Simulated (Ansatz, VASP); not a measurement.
## Two plane-wave programs on YLuN2

File INCAR:

```
ALGO = Normal
EDIFF = 1E-6
ENCUT = 520
GGA = PS
ISIF = 2
ISMEAR = -1
LASPH = T
LCHARG = F
LREAL = F
LWAVE = F
NBANDS = 31
NELM = 80
PREC = Accurate
SIGMA = 0.02
```

Contents of KPOINTS:

```
k-points
0
Gamma
  6 6 4
```

POSCAR

```
YLuN2
1.0
    3.4090366897      0.0000000000      0.0000000000
    0.0000000000      3.4090366897      0.0000000000
    0.0000000000      0.0000000000      4.8188382216
Y N Lu
1 2 1
Direct
    0.0000000000      0.0000000000      0.0000000000
    0.0000000000      0.0000000000      0.5000000000
    0.5000000000      0.5000000000      0.0000000000
    0.5000000000      0.5000000000      0.5000000000
```

Input for Ansatz:

```yaml
crystal:
  lattice:
    - [3.4090366897, 0.0, 0.0]
    - [0.0, 3.4090366897, 0.0]
    - [0.0, 0.0, 4.8188382216]
  atoms:
    - { symbol: "Y", position: [0.0, 0.0, 0.0] }
    - { symbol: "N", position: [0.0, 0.0, 0.5] }
    - { symbol: Lu, position: [0.5, 0.5, 0.5] }
    - { symbol: "N", position: [0.5, 0.5, 0.0] }
kpoints:
  mp_grid: { grid: [6, 6, 4] }
hamiltonian:
  xc: pbesol
scf:
  occupations: { method: fermi_dirac, width: 0.02 }
  n_extra_bands: 5
output:
  forces: true
  stress: true
  eigenvalues: true
```

The cell was built by a generator and needn't be a form met in nature.

Alike in both runs: task single point; functional PBEsol; k mesh 6 × 6 × 4; occupations fermi-dirac, width 0.02 eV; no spin polarisation.

```csv
,VASP,Ansatz
version,VASP 6.6.1,Ansatz 0.2.0
potentials or method,"VASP PAW PBE potentials, release 64 (Y_sv, N, Lu)","plane waves, PAW"
plane-wave cutoff (eV),520,420
valence electrons in the cell,46,46
```

```csv
,VASP,Ansatz,Ansatz less VASP
pressure (GPa),-3.7,-4.0,-0.28
```

Caveats: the PAW data sets were made with another functional, which shifts forces and pressure a little (VASP). The runs have no spin-orbit coupling, so splittings on Lu are missing.
